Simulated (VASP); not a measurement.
```xyz
2
Lattice="1.8357 -3.1795 0.0000 1.8357 3.1795 0.0000 0.0000 0.0000 5.6037" Properties=species:S:1:pos:R:3 pbc="T T T"
Tb     1.8357     1.0098     1.4009
Tb     1.8357    -1.0598     4.2027
```

Method: r2SCAN meta-GGA, VASP's PBE PAW potentials (set 64) (plane waves; VASP 6.6.1). Numerical set-up: 480 eV cut-off, 10×10×6 Γ-centred mesh, first-order Methfessel-Paxton smearing of 0.10 eV, potentials Tb_3.

The 4f electrons are frozen in the core of the lanthanide potential, so 4f levels, which can set the real gap, and their magnetism are missing.

Task: Which forces act on the atoms, in eV/Å?

Result: 
```
atom     Fx      Fy     Fz
----  -----  ------  -----
Tb1   0.000   0.080  0.000
Tb2   0.000  -0.080  0.000
```

Task: Give the stress tensor in GPa (positive for a compressed cell).

Result: 
```
-0.32   0.00   0.00
 0.00   0.14   0.00
 0.00   0.00  -0.05
```
The pressure is its mean diagonal, -0.07 GPa.

The compound is Tb in the hcp structure. This cell was strained or had an atom moved on purpose.
